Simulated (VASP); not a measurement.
Here is the system:

```yaml
crystal:
  lattice:
    - [3.04442, 0.00000, 0.00000]
    - [-1.52221, 2.63655, 0.00000]
    - [0.00000, 0.00000, 5.36153]
  atoms:
    - { symbol: Ti, position: [0.00000, 0.00000, 0.00000] }
    - { symbol: Ti, position: [0.00000, 0.00000, 0.50000] }
    - { symbol: C, position: [0.33333, 0.66667, 0.25000] }
    - { symbol: C, position: [0.66667, 0.33333, 0.75000] }
```

Computed with r2SCAN meta-GGA, VASP's PBE PAW potentials (set 64) (plane waves; VASP). Run with 520 eV cut-off, 13×13×7 Γ-centred mesh, tetrahedra with Blöchl corrections, potentials Ti_sv C.

### Question
Give the energies of bands 11 to 19 at the high-symmetry points, in eV from the Fermi level.

### Answer

```tsv
band	Γ	M	K	A	L	H
11	-5.60	-5.54	-4.19	-3.02	-4.67	-4.16
12	-2.42	-3.66	-4.19	-3.02	-4.67	-4.16
13	-2.42	-2.67	-3.94	-1.30	-2.21	-2.71
14	-1.09	-2.54	-2.68	-1.30	-2.21	-2.71
15	1.22	-1.56	-2.68	-1.30	-1.57	-2.42
16	1.22	-0.94	-0.70	-1.30	-1.57	-2.42
17	1.22	0.36	2.19	2.04	0.78	1.60
18	1.30	1.58	2.43	2.04	0.78	1.60
19	1.30	2.92	2.43	2.04	3.39	3.03
```

It has no gap at this level: it comes out as a metal or semimetal.

The structure was generated: TiC was put into the NiAs type (P6_3/mmc), which need not be its known phase. It was relaxed first, which changed the volume by -44 %.
